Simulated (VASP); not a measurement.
```
CELL_PARAMETERS angstrom
      4.43585    -2.74390     0.00000
      4.43585     2.74390     0.00000
      0.00000     0.00000     4.83909
ATOMIC_POSITIONS crystal
  Si 0.32762 0.02659 0.72925
  Si 0.67238 0.97341 0.22925
  Si 0.97341 0.67238 0.72925
  Si 0.02659 0.32762 0.22925
  N  0.34287 0.09585 0.38474
  N  0.65713 0.90415 0.88474
  N  0.90415 0.65713 0.38474
  N  0.09585 0.34287 0.88474
  O  0.20856 0.79144 0.77929
  O  0.79144 0.20856 0.27929
```

Computed with LDA (Ceperley-Alder, Perdew-Zunger), VASP's LDA PAW potentials (set 64) (plane waves; VASP). Numerical set-up: 520 eV cut-off, 6×6×6 Γ-centred mesh, Gaussian smearing of 0.010 eV, potentials Si N O.

**Question.** What does the run give for the energy per atom (σ→0), band gap (on the k-mesh) with the smallest direct gap where there is one?

**Answer.** 
- band gap (on the k-mesh) = 4.97 eV
- smallest direct gap (on the k-mesh) = 4.97 eV
- energy per atom (σ→0) = -8.944 eV/atom

Total energies compare only between runs with the same potentials, cut-off and functional.

The structure comes from a computed database's Si2N2O entry (Cmc2_1), a phase known from measurement. It was relaxed first.
